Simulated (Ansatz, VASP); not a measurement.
## LaBe in VASP and in Ansatz

```
La Be
1.0
     0.00000    3.03212    3.03212
     3.03212    0.00000    3.03212
     3.03212    3.03212    0.00000
La Be
1 1
Direct
  0.50000 0.50000 0.50000
  0.00000 0.00000 0.00000
```

Alike in both runs: functional PBE; k mesh 16 × 16 × 16; occupations gaussian, width 0.1 eV; no spin polarisation.

Ansatz relaxed the structure, and its values are those at the end. VASP's run is a single point on that final structure, the one shown.

```csv
,VASP,Ansatz
version,VASP 6.6.1,Ansatz 0.2.0
potentials or method,"VASP PAW PBE potentials, release 64 (La, Be)","scalar-relativistic, plane waves, PAW"
plane-wave cutoff (eV),520,420
valence electrons in the cell,13,13
```

|  | VASP | Ansatz | Ansatz less VASP |
| --- | --- | --- | --- |
| gap on the k mesh at the Fermi level (eV) | none | none | - |
| pressure (GPa) | 0.0 | 0.0 | -0.01 |

A gap of «none» marks a metal or a gap that the smearing closes.

The runs have no spin-orbit coupling, so splittings on La are missing.
